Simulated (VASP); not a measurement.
Method: r2SCAN meta-GGA, VASP's PBE PAW potentials (set 64) (plane waves; VASP).

The input files of a VASP run:

### KPOINTS
```
kpoints
0
G
  9 9 1
```

**INCAR**
```
! general
SYSTEM   =  Au(100) slab
PREC     =  Normal
ENCUT    =  400
LREAL    =  .FALSE.
LASPH    =  .TRUE.

! electronic loop
EDIFF    =  1E-6
NELM     =  100
NELMIN   =  4
ALGO     =  Normal
LMAXMIX  =  6
LMIXTAU  =  .TRUE.

! smearing
ISMEAR   =  1
SIGMA    =  0.1

! functional
METAGGA  =  R2SCAN

! output
LWAVE    =  .FALSE.
LCHARG   =  .FALSE.
LORBIT   =  11
LVHAR    =  .TRUE.

! other
LDIPOL   =  .TRUE.
IDIPOL   =  3
DIPOL    =  0.5 0.5 0.5
```

POSCAR:
```
Au(100) slab
1.0
  2.9173396806   0.0000000000   0.0000000000
  0.0000000000   2.9173396806   0.0000000000
  0.0000000000   0.0000000000  27.5453875496
Au
6
direct
  1.0000000000   0.5000000000   0.3146295548
  0.5000000000   0.0000000000   0.3881621513
  0.0000000000   0.5000000000   0.4626614704
  0.5000000000   0.0000000000   0.5373385296
  0.0000000000   0.5000000000   0.6118378487
  0.5000000000   0.0000000000   0.6853704452
```

POTCAR, in this order: Au (PBE.64 set). Program: vasp_std. Read from the step before: WAVECAR.

Task: What will the output report for the number of irreducible k-points (NKPTS), largest plane-wave count, number of space-group operations, FFT grid (NGX, NGY, NGZ)?

Result: 
The number of irreducible k-points (NKPTS) is 15 and the largest plane-wave count comes out as 4279. The number of space-group operations comes out as 16 and the FFT grid (NGX, NGY, NGZ) is 14 × 14 × 140.

The cell is a thin slab with vacuum, built from Au (fcc): (100) face.
